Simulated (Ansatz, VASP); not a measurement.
Zr3Cl2 in VASP and in Ansatz

```xyz
10
Lattice="2.9722 1.7160 6.5388 -2.9722 1.7160 6.5388 0.0000 -3.4321 6.5388" Properties=species:S:1:pos:R:3 pbc="T T T"
Zr   -0.9030   -1.7160    8.1735
Zr    1.9376    0.0760    8.1735
Zr   -1.0346    1.6400    8.1735
Zr    0.9030    1.7160   11.4429
Zr   -1.9376   -0.0760   11.4429
Zr    1.0346   -1.6400   11.4429
Cl    0.0000    0.0000   16.3495
Cl    0.0000    0.0000   13.0752
Cl    0.0000    0.0000    3.2670
Cl    0.0000    0.0000    6.5413
```

Alike in both runs: functional PBE; k mesh 3 × 3 × 3; occupations gaussian, width 0.1 eV; no spin polarisation.

Ansatz relaxed the structure, and its values are those at the end. VASP's run is a single point on that final structure, the one shown.

```csv
,VASP,Ansatz
version,VASP 6.6.1,Ansatz 0.2.0
potentials or method,"VASP PAW PBE potentials, release 64 (Zr_sv, Cl)","scalar-relativistic, plane waves, PAW"
plane-wave cutoff (eV),520,420
valence electrons in the cell,100,100
```

Ansatz gave:

```
gap on the k mesh at the Fermi level (eV) : none
pressure (GPa)                            : -0.1
rms of the force components (eV/Å)        : 0.011
```

Which values does VASP return?

gap on the k mesh at the Fermi level (eV): none; pressure (GPa): 0.1; rms of the force components (eV/Å): 0.010.

A gap of «none» marks a metal or a gap that the smearing closes.

Caveats: the k mesh is coarse (spacing up to 0.42 Å⁻¹), so the values aren't converged.
